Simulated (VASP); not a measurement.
The system is Cu.

```
Cu
1.0
     0.00000    1.80750    1.80750
     1.80750    0.00000    1.80750
     1.80750    1.80750    0.00000
Cu
1
Cartesian
  0.0000 0.0000 0.0000
```

* Program: VASP 6.6.1
* Task: relaxation of cell and atoms
* Functional: PBEsol
* Potentials or basis: VASP PAW PBE potentials, release 64 (Cu)
* Cutoff: 600 eV
* k mesh: 22 × 22 × 22
* Occupations: methfessel-paxton, width 0.1 eV
* Spin: no spin polarisation

At the start: pressure -5.7 GPa; volume 11.81 Å³/atom.

Task: Where does the relaxation end?

Result: Over 3 steps the energy falls by 8.4 meV/atom and the volume is 11.36 Å³/atom (-3.8 %); space group Fm-3m (No. 225, to 0.05 Å).

Step by step:
```csv
step,energy change (eV),largest force (eV/Å),pressure (GPa),volume (Å³)
1,0.0000,0.0000,-5.75,11.81
2,-0.0051,0.0000,4.13,11.10
3,-0.0084,0.0000,-0.06,11.36
```

Final structure:
```cif
data_structure
_symmetry_space_group_name_H-M 'P 1'
_symmetry_Int_Tables_number 1
_cell_length_a 2.5236
_cell_length_b 2.5236
_cell_length_c 2.5236
_cell_angle_alpha 60.000
_cell_angle_beta 60.000
_cell_angle_gamma 60.000
_cell_volume 11.36
loop_
_atom_site_label
_atom_site_type_symbol
_atom_site_fract_x
_atom_site_fract_y
_atom_site_fract_z
_atom_site_occupancy
Cu1 Cu 0.00000 0.00000 0.00000 1
```

Caveat: the PAW data sets were made with another functional, which shifts forces and pressure a little.
